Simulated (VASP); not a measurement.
All values below come from LDA (Ceperley-Alder, Perdew-Zunger), VASP's LDA PAW potentials (set 64) (plane waves; VASP 6.6.1).

The input files of a VASP run:

File POSCAR:
```
WSe2
1.0
  1.6274431986  -2.8188139893   0.0000000000
  1.6274431986   2.8188139893   0.0000000000
  0.0000000000   0.0000000000  12.9341076443
W Se
2 4
Direct
  0.3333330000   0.6666670000   0.2500000000
  0.6666670000   0.3333330000   0.7500000000
  0.3333330000   0.6666670000   0.8791042180
  0.6666670000   0.3333330000   0.3791042180
  0.6666670000   0.3333330000   0.1208957820
  0.3333330000   0.6666670000   0.6208957820
```

KPOINTS:
```
Regular mesh
0
gamma
  7 7 2
0 0 0
```

### INCAR
```
# general
SYSTEM  = WSe2
PREC    = Accurate
ENCUT   = 520
LREAL   = .FALSE.
LASPH   = .TRUE.

# electronic loop
EDIFF   = 1E-6
NELM    = 100
ALGO    = Normal
LMAXMIX = 6

# smearing
ISMEAR  = 0
SIGMA   = 0.05

# ions
IBRION  = 2
NSW     = 60
ISIF    = 3
EDIFFG  = -0.02

# output
LWAVE   = .FALSE.
LCHARG  = .FALSE.
```

POTCAR, in this order: W_sv Se (LDA.64 set). Program: vasp_std.

**Question.** Predict the energy per atom (σ→0), volume per atom.

**Answer.** 
The energy per atom (σ→0) is -8.082 eV/atom and the volume per atom is 19.65 Å³/atom.

**OSZICAR**
```
...
DAV:   1    -0.484975971171E+02   -0.33396E-02   -0.21365E-01   992   0.272E+00    0.333E-01
DAV:   2    -0.484951633301E+02    0.24338E-02   -0.22687E-02  1085   0.907E-01    0.181E-01
DAV:   3    -0.484947601747E+02    0.40316E-03   -0.11904E-03  1201   0.181E-01    0.101E-01
DAV:   4    -0.484945903945E+02    0.16978E-03   -0.58787E-04  1137   0.113E-01    0.397E-02
DAV:   5    -0.484945878207E+02    0.25737E-05   -0.49495E-05  1318   0.410E-02    0.294E-02
DAV:   6    -0.484945865208E+02    0.13000E-05   -0.12108E-05  1105   0.183E-02    0.881E-03
DAV:   7    -0.484945858832E+02    0.63755E-06   -0.25366E-06   759   0.780E-03
   7 F= -.48494586E+02 E0= -.48494586E+02  d E =-.933155E-03
```

The compound is WSe2 in the 2H layered structure. This run relaxes it. Symmetry was kept, so distortions that lower it aren't found. The start is the result of an earlier pass.
